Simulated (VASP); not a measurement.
# CaO: energy against volume

CaO (rock salt, Fm-3m, 13.140 Å³/atom and stress up to 0.13 GPa in the relaxed cell, cube axes along x, y and z) under an equal strain ε along all three axes. LDA in VASP (plane waves, PAW), 600 eV, 12×12×12 Γ-centred mesh, Gaussian smearing 0.05 eV; ions are relaxed, or left where forces stay under 0.02 eV/Å, within the symmetry of each cell. Against the start cell, which lies near the measured one, the relaxed cell differs by -5.5 % in volume; the values below rest on it.

Here V stands for volume and E for E less E0.

```csv
volume (Å³/atom),E less E0 (meV/atom),pressure (GPa)
11.9930,?,?
12.3677,21.12,8.77
12.5580,11.81,6.31
12.7502,5.27,4.01
12.9444,1.38,1.87
13.1405,0.00,-0.13
13.3386,0.98,-1.99
13.5387,4.23,-3.72
13.7407,9.61,-5.32
13.9448,17.05,-6.82
```

The 9 complete rows are fitted with the third-order Birch-Murnaghan form, a cubic in V^(-2/3), E against V. With u = V^(-2/3) - 0.180, the rows have u = 0.006985, 0.005091, 0.003227, 0.001389, -0.000420, -0.002202, -0.003958, -0.005688, -0.007393. Least squares gives E = 0.099 + 409.50·u + 368929·u² + 470201·u³. Residuals (row less fit): 0.000, 0.002, -0.008, -0.001, 0.008, -0.001, 0.001, -0.009, 0.004; standard error 0.007 (degrees of freedom: 5). Its minimum lies at u = -0.000556, so V0 = (0.179444)^(-3/2) = 13.16. There d²E/du² = 736300 and d³E/du³ = 2821000, so B0 = (4/9) × 13.16^(-7/3) × 736300 × 0.160218 = 128 GPa (the last factor turns the table's units into GPa), and B0' = 4 + (2/3) × 0.179444 × (2821000)/736300 = 4.5. B0' rests on the cubic coefficient alone and has a standard error of 0.1 from these residuals.

Q: What does the fit predict for E at V = 11.9930, and how far is the calculated value from it?

A: u = 0.010860, so E = 0.099 + 409.50 × 0.010860 + 368929 × 0.010860² + 470201 × 0.010860³ = 48.660 meV/atom. The calculation gives 48.61 meV/atom, 0.050 meV/atom below the prediction (0.1 % of the range of E in the table). The row lies outside the fitted rows, so this is an extrapolation. From the scatter of the fitted rows alone, a prediction at this place has a standard error of 0.033 meV/atom, so the miss is 1.5 times that.

Other structures, which can take over under pressure, weren't tried. The same form fitted to the pressure column gives B0' = 4.4; series where the two differ by over 0.4 aren't shown. Rows are the converged runs of the series near zero and its far end, less any whose ions stayed unrelaxed beside relaxed ones; series whose fitted rows scatter by over a few per cent of the range, as at a crossing or softening among them, aren't shown in this form.
